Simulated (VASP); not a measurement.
Here is the system:

```
CELL_PARAMETERS angstrom
     -1.62424     1.62424     3.96203
      1.62424    -1.62424     3.96203
      1.62424     1.62424    -3.96203
ATOMIC_POSITIONS crystal
  Si 0.66457 0.66457 0.00000
  Si 0.33543 0.33543 0.00000
  Mo 0.00000 0.00000 0.00000
```

The numbers are results of PBE GGA, VASP's PBE PAW potentials (set 64) (plane waves; VASP), not measurements. Settings: 300 eV cut-off, 11×11×11 Γ-centred mesh, Fermi-Dirac smearing of 0.10 eV, potentials Si Mo_sv.

Give the energies of bands 6 to 14 at the high-symmetry points, in eV from the Fermi level.

```json
[
 {"band": "6", "Γ": "-6.13", "X": "-6.37", "P": "-6.07", "N": "-9.29", "M": "-9.88", "S": "-8.82", "R": "-7.57"},
 {"band": "7", "Γ": "-3.40", "X": "-5.44", "P": "-5.99", "N": "-4.77", "M": "-3.30", "S": "-6.61", "R": "-5.33"},
 {"band": "8", "Γ": "-2.85", "X": "-5.18", "P": "-5.99", "N": "-4.35", "M": "-2.05", "S": "-2.63", "R": "-4.28"},
 {"band": "9", "Γ": "-2.50", "X": "-4.27", "P": "-2.64", "N": "-2.47", "M": "-0.52", "S": "-2.38", "R": "-3.73"},
 {"band": "10", "Γ": "-2.50", "X": "-2.86", "P": "-1.98", "N": "-2.40", "M": "-0.52", "S": "-2.12", "R": "-2.73"},
 {"band": "11", "Γ": "0.35", "X": "-1.20", "P": "-1.98", "N": "-0.44", "M": "-0.48", "S": "-0.35", "R": "-1.76"},
 {"band": "12", "Γ": "2.94", "X": "2.18", "P": "0.25", "N": "2.13", "M": "-0.48", "S": "1.50", "R": "1.71"},
 {"band": "13", "Γ": "3.38", "X": "2.58", "P": "2.18", "N": "3.04", "M": "0.48", "S": "3.01", "R": "2.00"},
 {"band": "14", "Γ": "3.38", "X": "3.07", "P": "3.98", "N": "3.81", "M": "4.67", "S": "3.59", "R": "2.47"}
]
```

It has no gap at this level: it comes out as a metal or semimetal.

The structure comes from a computed database's Si2Mo entry; how it stands against other phases isn't given here. The cell was not relaxed at this level.
